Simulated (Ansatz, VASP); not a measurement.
**One calculation of AlBP2, two programs**

The input POSCAR:

```
AlBP2
1.0
    3.4921110810      0.0000000000      0.0000000000
    0.0000000000      3.4921110810      0.0000000000
    0.0000000000      0.0000000000      5.2135754130
B P Al
1 2 1
Direct
    0.0000000000      0.0000000000      0.0000000000
    0.0000000000      0.5000000000      0.2091361140
    0.5000000000      0.0000000000      0.7908638860
    0.5000000000      0.5000000000      0.5000000000
```

The input INCAR.step1:

```
SYSTEM = AlBP2
PREC = Accurate ; ENCUT = 520
EDIFF = 1E-5 ; ISMEAR = 0
SIGMA = 0.01 ; LREAL = .FALSE.
LASPH = .TRUE. ; NELM = 100
ALGO = Normal ; ISIF = 2
LWAVE = .TRUE. ; NBANDS = 16
GGA = PE
```

Contents of INCAR.step2:

```
SYSTEM = AlBP2
PREC = Accurate ; ENCUT = 520
EDIFF = 1E-7 ; ISMEAR = 0
SIGMA = 0.01 ; LREAL = .FALSE.
LASPH = .TRUE. ; NELM = 100
ALGO = Normal ; ISIF = 2
LWAVE = .FALSE. ; LCHARG = .TRUE.
GGA = PE ; LHFCALC = .TRUE.
HFSCREEN = 0.2079 ; PRECFOCK = Normal
LELF = .TRUE. ; LVHAR = .TRUE.
NBANDS = 16 ; ISTART = 1
```

File KPOINTS:

```
regular mesh
0
G
  6 6 4
  0 0 0
```

Input for Ansatz:

```yaml
crystal:
  lattice:
    - [3.492111081, 0.0, 0.0]
    - [0.0, 3.492111081, 0.0]
    - [0.0, 0.0, 5.213575413]
  atoms:
    - { symbol: B, position: [0.0, 0.0, 0.0] }
    - { symbol: P, position: [0.0, 0.5, 0.209136114] }
    - { symbol: Al, position: [0.5, 0.5, 0.5] }
    - { symbol: P, position: [0.5, 0.0, 0.790863886] }
kpoints:
  mp_grid: { grid: [6, 6, 4] }
  band_path:
    path:
      - [0.0, 0.0, 0.0]
      - [0.0, 0.5, 0.0]
      - [0.5, 0.5, 0.0]
      - [0.0, 0.0, 0.5]
      - [0.0, 0.5, 0.5]
      - [0.5, 0.5, 0.5]
      - [0.419271, 0.419271, 0.0]
    npoints: 1
hamiltonian:
  xc: hse06
scf:
  occupations: { method: fixed }
  n_extra_bands: 5
output:
  forces: true
  stress: true
  eigenvalues: true
  write_density: true
  write_potential: true
  elf: true
  volumetric_format: npy
```

Alike in both runs: task single point; functional HSE06; k mesh 6 × 6 × 4; no spin polarisation.

```csv
,VASP,Ansatz
version,VASP 6.6.1,Ansatz 0.2.0
potentials or method,"VASP PAW PBE potentials, release 64 (B, P, Al)","plane waves, PAW"
plane-wave cutoff (eV),520,420
occupations,"gaussian, width 0.01 eV",fixed
valence electrons in the cell,16,16
```

```tsv
	VASP	Ansatz	Ansatz less VASP
gap on the k mesh at the Fermi level (eV)	1.50	1.50	+0.002
pressure (GPa)	-1.1	-0.8	+0.35
largest component of the traceless stress (GPa)	0.01	0.05	+0.041
rms of the force components (eV/Å)	0.040	0.043	+0.0034
```

Ansatz warned: «stress_exchange_threshold_loose».

Caveats: the PAW data sets were made with another functional, which shifts forces and pressure a little (VASP). A k mesh can miss the band edges.
